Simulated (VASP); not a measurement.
Output of a VASP run:

OSZICAR:
```
       N       E                     dE             d eps       ncg     rms          rms(c)
DAV:   1     0.569561374859E+02    0.56956E+02   -0.86135E+03  4340   0.121E+03
DAV:   2    -0.203936226005E+02   -0.77350E+02   -0.75145E+02  5676   0.177E+02
DAV:   3    -0.241692401106E+02   -0.37756E+01   -0.37433E+01  5944   0.404E+01
DAV:   4    -0.242147221646E+02   -0.45482E-01   -0.45407E-01  5276   0.518E+00
DAV:   5    -0.242155759146E+02   -0.85375E-03   -0.85341E-03  6018   0.611E-01    0.113E+01
DAV:   6    -0.240724060297E+02    0.14317E+00   -0.92973E-02  5228   0.196E+00    0.659E+00
DAV:   7    -0.240135201643E+02    0.58886E-01   -0.12657E-01  5728   0.228E+00    0.389E-01
DAV:   8    -0.240125192125E+02    0.10010E-02   -0.12790E-02  5150   0.831E-01    0.221E-01
DAV:   9    -0.240124473163E+02    0.71896E-04   -0.81582E-04  5912   0.190E-01    0.998E-02
DAV:  10    -0.240124249408E+02    0.22375E-04   -0.85636E-05  5346   0.582E-02    0.422E-02
DAV:  11    -0.240124247399E+02    0.20096E-06   -0.92882E-06  5666   0.224E-02
   1 F= -.22102515E+02 E0= -.22102578E+02  d E =-.221025E+02
```

File OUTCAR:
```
------------------------ aborting loop because EDIFF is reached ----------------------------------------
  FORCE on cell =-STRESS in cart. coord.  units (eV):
  Direction    XX          YY          ZZ          XY          YZ          ZX
  --------------------------------------------------------------------------------------
  Total        1.8978889      1.9453627      1.9377970      0.0000000      0.0000000      0.0000000
  in kB       49.6853142     50.9281435     50.7300782      0.0000000      0.0000000      0.0000000
  external PRESSURE =       0.4478453 kB  Pullay stress =      50.0000000 kB
  volume of cell :       61.20
      direct lattice vectors                 reciprocal lattice vectors
     1.666396915 -4.868955029  0.000000000     0.300048563 -0.102691439  0.000000000
     1.666396915  4.868955029  0.000000000     0.300048563  0.102691439  0.000000000
     0.000000000  0.000000000  3.771456576     0.000000000  0.000000000  0.265149546
 POSITION                                       TOTAL-FORCE (eV/Angst)
 -----------------------------------------------------------------------------------
      1.66640      3.77688      3.56077         0.000000     -0.005094      0.017430
      1.66640      1.09207      1.67504         0.000000      0.005094      0.017430
      1.66640     -1.09207      2.09642         0.000000     -0.005094     -0.017430
      1.66640     -3.77688      0.21069         0.000000      0.005094     -0.017430
 -----------------------------------------------------------------------------------
    total drift:                                0.000000     -0.000000      0.000000
  FREE ENERGIE OF THE ION-ELECTRON SYSTEM (eV)
  ---------------------------------------------------
  free  energy   TOTEN  =       -24.0124247399 eV

  energy  without entropy=      -24.0126127579  energy(sigma->0) =      -24.01248741
  enthalpy is  TOTEN    =       -22.1025154309 eV   P V=        1.9099093090

 reached required accuracy - stopping structural energy minimisation
```
(Selected blocks of OUTCAR.)

### POSCAR
```
P
1
    1.6663969147    -4.8689550294     0.0000000000
    1.6663969147     4.8689550294    -0.0000000000
    0.0000000000    -0.0000000000     3.7714565762
P
4
Direct
  0.1121465693   0.8878534307   0.9441364196
  0.3878534307   0.6121465693   0.4441364196
  0.6121465693   0.3878534307   0.5558635804
  0.8878534307   0.1121465693   0.0558635804
```

Q: Write an INCAR and KPOINTS that could have produced this output.

A: This is not unique; one that fits is the input of the run itself, LDA (Ceperley-Alder, Perdew-Zunger), plane waves, VASP's LDA PAW potentials (set 64).

**INCAR**
```
SYSTEM = P
PREC = Accurate
ENCUT = 500
EDIFF = 1E-6
NELM = 100
ALGO = Normal
LREAL = .FALSE.
LASPH = .TRUE.
ISMEAR = 1
SIGMA = 0.1
LWAVE = .FALSE.
LCHARG = .FALSE.
IBRION = 2
ISIF = 3
NSW = 40
EDIFFG = -0.02
PSTRESS = 50
```

KPOINTS:
```
Automatic mesh
0
Gamma
10 10 8
0 0 0
```

POTCAR, in this order: P (LDA.64 set). Program: vasp_std.

The compound is P in the black structure. It was relaxed first under an external pressure of 5 GPa.
